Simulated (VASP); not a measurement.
Calculation: LDA (Ceperley-Alder, Perdew-Zunger), VASP's LDA PAW potentials (set 64) (plane waves; VASP).

The input files of a VASP run:

### KPOINTS
```
Automatic mesh
0
gamma
 15 15 15
```

**INCAR**
```
# general
SYSTEM  = Mo
PREC    = Accurate
ENCUT   = 400
LREAL   = .FALSE.
LASPH   = .TRUE.

# electronic loop
EDIFF   = 1E-8
NELM    = 100
ALGO    = Normal
LMAXMIX = 4

# smearing
ISMEAR  = 1
SIGMA   = 0.1

# ions
IBRION  = 1
NSW     = 30
ISIF    = 2
EDIFFG  = -0.001

# output
LWAVE   = .FALSE.
LCHARG  = .FALSE.
```

File POSCAR:
```
Mo
1.0
 -1.5571921064   1.5571921064   1.5571921064
  1.5571921064  -1.5571921064   1.5571921064
  1.5571921064   1.5571921064  -1.5571921064
Mo
1
direct
  0.0000000000   0.0000000000   0.0000000000
```

POTCAR, in this order: Mo_sv (LDA.64 set). Program: vasp_std.

The resulting files:

File OSZICAR:
```
       N       E                     dE             d eps       ncg     rms          rms(c)
DAV:   1     0.762490614464E+02    0.76249E+02   -0.71684E+03  2680   0.109E+03
DAV:   2    -0.117950318879E+02   -0.88044E+02   -0.85038E+02  2820   0.312E+02
DAV:   3    -0.128383789371E+02   -0.10433E+01   -0.10379E+01  3030   0.351E+01
DAV:   4    -0.128408834148E+02   -0.25045E-02   -0.25042E-02  2909   0.203E+00
DAV:   5    -0.128408963313E+02   -0.12917E-04   -0.12915E-04  3057   0.140E-01    0.168E+01
DAV:   6    -0.122283464072E+02    0.61255E+00   -0.10347E+00  2811   0.127E+01    0.448E+00
DAV:   7    -0.121320205739E+02    0.96326E-01   -0.21009E-01  3074   0.523E+00    0.948E-01
DAV:   8    -0.121249063674E+02    0.71142E-02   -0.53715E-03  2727   0.101E+00    0.222E-01
DAV:   9    -0.121248721853E+02    0.34182E-04   -0.14258E-04  3235   0.162E-01    0.811E-02
DAV:  10    -0.121248827243E+02   -0.10539E-04   -0.98756E-06  2880   0.408E-02    0.319E-03
DAV:  11    -0.121248827730E+02   -0.48720E-07   -0.49666E-08  3036   0.276E-03    0.673E-04
DAV:  12    -0.121248827693E+02    0.37503E-08   -0.15257E-09  1824   0.483E-04
   1 F= -.12124883E+02 E0= -.12124631E+02  d E =-.121249E+02
```

**OUTCAR**
```
------------------------ aborting loop because EDIFF is reached ----------------------------------------
  FORCE on cell =-STRESS in cart. coord.  units (eV):
  Direction    XX          YY          ZZ          XY          YZ          ZX
  --------------------------------------------------------------------------------------
  Total        0.0002012      0.0002012      0.0002012      0.0000000     -0.0000000      0.0000000
  in kB        0.0213409      0.0213409      0.0213409      0.0000000     -0.0000000      0.0000000
  external PRESSURE =       0.0213409 kB  Pullay stress =       0.0000000 kB
  volume of cell :       15.10
      direct lattice vectors                 reciprocal lattice vectors
    -1.557192106  1.557192106  1.557192106     0.000000000  0.321090762  0.321090762
     1.557192106 -1.557192106  1.557192106     0.321090762  0.000000000  0.321090762
     1.557192106  1.557192106 -1.557192106     0.321090762  0.321090762  0.000000000
 POSITION                                       TOTAL-FORCE (eV/Angst)
 -----------------------------------------------------------------------------------
      0.00000      0.00000      0.00000        -0.000000     -0.000000      0.000000
 -----------------------------------------------------------------------------------
    total drift:                                0.000000     -0.000000      0.000000
  FREE ENERGIE OF THE ION-ELECTRON SYSTEM (eV)
  ---------------------------------------------------
  free  energy   TOTEN  =       -12.1248827693 eV

  energy  without entropy=      -12.1241274084  energy(sigma->0) =      -12.12463098

 reached required accuracy - stopping structural energy minimisation
```
(Selected blocks of OUTCAR.)

The compound is Mo in the bcc structure. It was relaxed first. The start is the result of an earlier pass.
